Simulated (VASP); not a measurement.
# Cr2B with r2SCAN: from relaxation to properties, part 4 of 5

Aim: relax Cr2B, then compute properties on the relaxed cell. The start is a computed cell from the Materials Project.

VASP 6.6.1; r2SCAN, spin-polarised from a ferromagnetic start; plane waves and PAW (Cr_pv, B).

So far. Step 3 (Density, ELF and potential (r2SCAN)): In this run the pressure is 0.05 GPa, small enough to go on. Step 4 (Bands along the symmetry lines (r2SCAN)): There is no gap at this level. The relaxed cell has a, b, c = 4.185, 7.290, 14.498 Å (conventional setting).

**5. Density of states (r2SCAN)**

A density of states needs more k-points than a total energy; ISMEAR = -5 takes tetrahedra, and LORBIT projects the states on the PAW spheres. The mesh is finer than in the run before.

File INCAR:

```
SYSTEM = Cr2B
PREC = Accurate
ENCUT = 420
EDIFF = 1E-06
NELM = 100
ISMEAR = -5
SIGMA = 0.2
LREAL = .FALSE.
ALGO = Normal
METAGGA = R2SCAN
LASPH = .TRUE.
NBANDS = 102
ISPIN = 2
MAGMOM = 3 3 3 3 3 3 3 3 0 0 0 0
LMAXMIX = 4
LORBIT = 11
LWAVE = .FALSE.
LCHARG = .FALSE.
KPAR = 8
NEDOS = 2001
```

File POSCAR:

```
Cr2B
1.0
    4.1853373751      0.0000000000      0.0000000000
   -2.0926686876     -3.6449280048      0.0000000000
   -2.0926686876      0.0000000000     -7.2488054813
Cr B
8 4
Direct
    0.1671404134      0.5000000000      0.3342808267
    0.5828595866      0.0000000000      0.1657191733
    0.5848827994      0.1697655988      0.5000000000
    0.4171404134      0.0000000000      0.8342808267
    0.1651172006      0.3302344012      0.0000000000
    0.9151172006      0.8302344012      0.5000000000
    0.3328595866      0.5000000000      0.6657191733
    0.8348827994      0.6697655988      0.0000000000
    0.1256496902      0.0000000000      0.2512993805
    0.8756496902      0.5000000000      0.7512993805
    0.8743503098      0.0000000000      0.7487006195
    0.6243503098      0.5000000000      0.2487006195
```

File KPOINTS:

```
Automatic mesh
0
Gamma
9 9 9
0 0 0
```

The projector-augmented-wave data sets are Cr_pv and B (PBE family, release 64).

Started as:

```sh
> mpirun -np 8 vasp_std
```

The program printed:

```text
[... set-up lines as in an earlier step ...]
 entering main loop
       N       E                     dE             d eps       ncg     rms          rms(c)
DAV:   1     0.134578512819E+04    0.13458E+04   -0.46781E+04 51216   0.116E+03
DAV:   2    -0.777403333607E+02   -0.14235E+04   -0.13159E+04 51000   0.407E+02
DAV:   3    -0.184859103856E+03   -0.10712E+03   -0.10049E+03 54758   0.129E+02
DAV:   4    -0.187284050779E+03   -0.24249E+01   -0.23568E+01 61392   0.190E+01
DAV:   5    -0.187331657073E+03   -0.47606E-01   -0.46961E-01 60142   0.264E+00    0.661E+01
DAV:   6    -0.147812672102E+03    0.39519E+02   -0.96156E+01 55654   0.631E+01    0.259E+01
DAV:   7    -0.150829736413E+03   -0.30171E+01   -0.14323E+01 55074   0.206E+01    0.117E+01
DAV:   8    -0.152557988919E+03   -0.17283E+01   -0.24794E+00 55698   0.155E+01    0.131E+01
DAV:   9    -0.151876088541E+03    0.68190E+00   -0.14478E+00 54396   0.941E+00    0.583E+00
DAV:  10    -0.152389924939E+03   -0.51384E+00   -0.67803E-01 55376   0.412E+00    0.265E+00
DAV:  11    -0.152418262361E+03   -0.28337E-01   -0.95539E-02 54708   0.155E+00    0.126E+00
DAV:  12    -0.152427369811E+03   -0.91074E-02   -0.13151E-02 57482   0.489E-01    0.795E-01
DAV:  13    -0.152430541101E+03   -0.31713E-02   -0.50711E-03 54890   0.280E-01    0.340E-01
DAV:  14    -0.152432437887E+03   -0.18968E-02   -0.29111E-03 55360   0.201E-01    0.222E-01
DAV:  15    -0.152434178417E+03   -0.17405E-02   -0.31532E-03 57572   0.194E-01    0.125E-01
DAV:  16    -0.152434727889E+03   -0.54947E-03   -0.21287E-03 55674   0.134E-01    0.843E-02
DAV:  17    -0.152435007809E+03   -0.27992E-03   -0.11586E-03 57382   0.104E-01    0.496E-02
DAV:  18    -0.152435156761E+03   -0.14895E-03   -0.31831E-04 55016   0.529E-02    0.331E-02
DAV:  19    -0.152435204878E+03   -0.48117E-04   -0.17533E-04 56746   0.428E-02    0.184E-02
DAV:  20    -0.152435221755E+03   -0.16877E-04   -0.41553E-05 54592   0.202E-02    0.901E-03
DAV:  21    -0.152435226094E+03   -0.43397E-05   -0.79549E-06 48692   0.973E-03    0.519E-03
DAV:  22    -0.152435226799E+03   -0.70456E-06   -0.29432E-06 37906   0.680E-03
   1 F= -.15243523E+03 E0= -.15243523E+03  d E =0.000000E+00  mag=     0.0006
 -----------------------------------------------------------------------------
|                                                                             |
|           W    W    AA    RRRRR   N    N  II  N    N   GGGG   !!!           |
|           W    W   A  A   R    R  NN   N  II  NN   N  G    G  !!!           |
|           W    W  A    A  R    R  N N  N  II  N N  N  G       !!!           |
|           W WW W  AAAAAA  RRRRR   N  N N  II  N  N N  G  GGG   !            |
|           WW  WW  A    A  R   R   N   NN  II  N   NN  G    G                |
|           W    W  A    A  R    R  N    N  II  N    N   GGGG   !!!           |
|                                                                             |
|     Tetrahedron method does not include variations of the Fermi             |
|     occupations, so forces and stress will be inaccurate. We suggest        |
|     using a different smearing scheme ISMEAR = 1 or 2 for metals in         |
|     relaxations.                                                            |
|                                                                             |
 -----------------------------------------------------------------------------
```

It took 12 min on 8 MPI ranks of Intel Xeon 6975P-C (Granite Rapids), shared host; peak memory 9.8 GiB.

Parts of OUTCAR (step 5):

```text
   k-points           NKPTS =    125   k-points in BZ     NKDIM =    125   number of bands    NBANDS=    102

   NELECT =     108.0000    total number of electrons

 E-fermi :  10.9807

 spin component 1
 k-point     1 :       0.0000    0.0000    0.0000
  band No.  band energies     occupation
    ...
     51      10.5955      1.00000
     52      10.6166      1.00000
     53      10.6839      1.00000
     54      10.7756      1.00000
     55      10.8523      1.00912
     56      10.9827      0.49549
     57      11.0829      0.00000
     58      11.1621      0.00000
     59      12.0454      0.00000
     60      12.1797      0.00000
    ...

 k-point     2 :       0.1111   -0.0000    0.0000
  band No.  band energies     occupation
    ...
     52      10.5717      1.00000
     53      10.6980      1.00000
     54      10.8790      1.00000
     55      10.9085      1.12197
     56      10.9454      0.60009
     57      11.1201      0.00000
     58      11.2944      0.00000
     59      12.1148      0.00000
     60      12.2140      0.00000
     61      12.3584      0.00000
    ...

  Total        0.2913812     -0.2006692      0.1925516     -0.0000000      0.0000000      0.0000000
  in kB        4.2216895     -2.9074045      2.7897920     -0.0000000      0.0000000      0.0000000
  external PRESSURE =       1.3680256 kB  Pullay stress =       0.0000000 kB

 POSITION                                       TOTAL-FORCE (eV/Angst)
 -----------------------------------------------------------------------------------
     -1.04633     -1.82246     -2.42314         0.000000      0.000000      0.006115
      2.09267      0.00000     -1.20127        -0.000000      0.000000     -0.006115
      1.04633     -0.61878     -3.62440         0.000000      0.026618     -0.000000
      0.00000      0.00000     -6.04754         0.000000      0.000000      0.006115
     -0.00000     -1.20368      0.00000        -0.000000     -0.026618      0.000000
      1.04633     -3.02614     -3.62440        -0.000000     -0.026618     -0.000000
     -1.04633     -1.82246     -4.82567        -0.000000      0.000000     -0.006115
      2.09267     -2.44125      0.00000         0.000000      0.026618      0.000000
     -0.00000      0.00000     -1.82162         0.000000      0.000000      0.008414
      1.04633     -1.82246     -5.44602         0.000000      0.000000      0.008414
      2.09267      0.00000     -5.42719        -0.000000      0.000000     -0.008414
      1.04633     -1.82246     -1.80278        -0.000000      0.000000     -0.008414
 -----------------------------------------------------------------------------------
    total drift:                               -0.000000     -0.000000     -0.000000

  FREE ENERGIE OF THE ION-ELECTRON SYSTEM (eV)
  ---------------------------------------------------
  free  energy   TOTEN  =      -152.4352267988 eV

  energy  without entropy=     -152.4352267988  energy(sigma->0) =     -152.43522680

 magnetization (x)
# of ion       s       p       d       tot
------------------------------------------
    1       -0.000  -0.000  -0.000  -0.000
    2       -0.000  -0.000  -0.000  -0.000
    3       -0.000  -0.000   0.000   0.000
    4       -0.000  -0.000  -0.000  -0.000
    5       -0.000  -0.000   0.000   0.000
    6       -0.000  -0.000   0.000   0.000
    7       -0.000  -0.000  -0.000  -0.000
    8       -0.000  -0.000   0.000   0.000
    9        0.000  -0.000   0.000   0.000
   10        0.000  -0.000   0.000   0.000
   11        0.000  -0.000   0.000   0.000
   12        0.000  -0.000   0.000   0.000
--------------------------------------------------
tot         -0.000  -0.000   0.000   0.000

[... 7 parts as in an earlier step ...]

[... 14 further parts left out ...]
```

With tetrahedra the forces and stress of a metal are not exact derivatives of the energy.

Numbers from this step:

- irreducible k-points: 125
- free energy (TOTEN): -152.4352 eV
- pressure: 0.1368 GPa
- DOS at the Fermi level: 8.858 states/eV/cell

The density of states has structure finer than the step of the table below, so its rows give means over 0.5 eV, whole bins alone (the curve runs from -12.0 to 1.21 eV). Peaks (eV: height): total -3.29: 13.3, -3.09: 14.6, -2.49: 21.1, -0.13: 11.4; Cr d -2.49: 14.7, -1.95: 9.76, -0.13: 9.91, 0.81: 10.2; Cr p -3.56: 0.845, -3.29: 1.16, -3.09: 1.29, -2.49: 1.58; B p -3.70: 1.34, -3.56: 1.39, -3.29: 1.89, -3.09: 1.36; Cr s -6.39: 1.05, -5.79: 1.34, -5.45: 1.26, -4.71: 0.867.

States under -12.0 eV and over 1.2 eV are left out; both spin channels agree and are summed. Density of states against energy, zero at the Fermi level; means over each step; values in states/eV/cell:

```tsv
energy (eV)	total	Cr d	Cr p	B p	Cr s
-11.5	1.01	0.0542	0.0471	0.0145	0.275
-11.0	1.71	0.107	0.123	0.0320	0.363
-10.5	2.38	0.184	0.212	0.0631	0.387
-10.0	1.98	0.196	0.189	0.0893	0.261
-9.5	1.30	0.173	0.115	0.0950	0.153
-9.0	1.32	0.208	0.109	0.124	0.150
-8.5	1.14	0.211	0.0897	0.132	0.119
-8.0	1.10	0.231	0.0827	0.149	0.110
-7.5	1.05	0.242	0.0713	0.164	0.130
-7.0	1.72	0.392	0.105	0.293	0.362
-6.5	2.58	0.532	0.171	0.437	0.819
-6.0	3.33	0.827	0.249	0.497	1.03
-5.5	4.75	1.56	0.336	0.706	1.12
-5.0	3.59	1.40	0.254	0.561	0.657
-4.5	4.78	2.01	0.384	0.766	0.692
-4.0	6.16	3.11	0.441	0.912	0.607
-3.5	9.69	5.36	0.768	1.36	0.510
-3.0	12.0	7.51	1.01	1.13	0.383
-2.5	18.3	12.7	1.36	1.04	0.438
-2.0	12.3	8.90	0.958	0.485	0.329
-1.5	6.69	5.05	0.506	0.203	0.155
-1.0	7.15	5.77	0.458	0.123	0.117
-0.5	8.17	6.97	0.367	0.0837	0.135
0.0	9.49	8.33	0.272	0.119	0.150
0.5	8.33	7.55	0.0913	0.124	0.120
```

The finer mesh and the other smearing move the Fermi level by +0.00 eV from the 6×6×6 run, a small shift, which tests the Fermi level alone. Of the states within 0.3 eV of the Fermi level, the largest shares in the PAW spheres are Cr d 88 %. The rest lies in smaller channels or between the spheres.

(Continued in part 5 of 5.)

[Lines on the potential files, build, host, timing and source positions are cut from VASP's logs without a mark.]

[Logs are printed without paths, hosts, clocks, repeated set-up lines and the standing remarks that a program may print on its own settings, such as how far it seeks lower states.]

[Hosts, paths, dates, database ids (printed as entryN), source tags and the programs' standing remarks are cut or masked in the printed files.]

[A measured line is paired with the nearest computed mode of its activity, which favours agreement.]
